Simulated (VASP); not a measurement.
Crystal: CdS.

```
CELL_PARAMETERS angstrom
0.00000 2.91650 2.91650
2.91650 0.00000 2.91650
2.91650 2.91650 0.00000
ATOMIC_POSITIONS crystal
Cd 0.00000 0.00000 0.00000
S 0.25000 0.25000 0.25000
```

| Quantity | Value |
| --- | --- |
| Program | VASP 6.6.1 |
| Task | relaxation of cell and atoms |
| Functional | PBE |
| Potentials or basis | VASP PAW PBE potentials, release 64 (Cd, S) |
| Cutoff | 700 eV |
| k mesh | 10 × 10 × 10 |
| Occupations | gaussian, width 0.02 eV |
| Spin | no spin polarisation |

At the start: pressure 3.2 GPa; volume 24.81 Å³/atom.

Question: How do energy, volume and symmetry change on relaxing?

Answer: Over 5 steps the energy falls by 12.9 meV/atom and the volume is 26.16 Å³/atom (+5.4 %); space group F-43m (No. 216, to 0.05 Å).

The path:
```csv
step,energy change (eV),largest force (eV/Å),pressure (GPa),volume (Å³)
1,0.0000,0.0000,3.22,49.62
2,-0.0229,0.0000,-0.93,53.28
3,-0.0258,0.0000,0.02,52.31
4,-0.0258,0.0000,-0.04,52.37
5,-0.0258,0.0000,0.00,52.31
```

Final structure:
```yaml
crystal:
  lattice:
    - [0.00000, 2.96844, 2.96844]
    - [2.96844, 0.00000, 2.96844]
    - [2.96844, 2.96844, 0.00000]
  atoms:
    - { symbol: Cd, position: [0.00000, 0.00000, 0.00000] }
    - { symbol: S, position: [0.25000, 0.25000, 0.25000] }
```
